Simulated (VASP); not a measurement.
Given:

```
CELL_PARAMETERS angstrom
      0.00000     2.87263     2.87263
      2.87263     0.00000     2.87263
      2.87263     2.87263     0.00000
ATOMIC_POSITIONS crystal
  Na 0.00000 0.00000 0.00000
  Cl 0.50000 0.50000 0.50000
```

All values below come from HSE06 screened hybrid, VASP's PBE PAW potentials (set 64) (plane waves; VASP). Settings: 520 eV cut-off, 6×6×6 Γ-centred mesh, Gaussian smearing of 0.050 eV, potentials Na_pv Cl.

### Question
Give the stress tensor in GPa (positive for a compressed cell).

### Answer

```
-1.06   0.00   0.00
 0.00  -1.06   0.00
 0.00   0.00  -1.06
```
The pressure is its mean diagonal, -1.06 GPa.

The compound is NaCl in the rock salt structure. This cell is one point of a volume scan, at 1.03 of the reference volume. The cell's shape comes from a PBE relaxation.
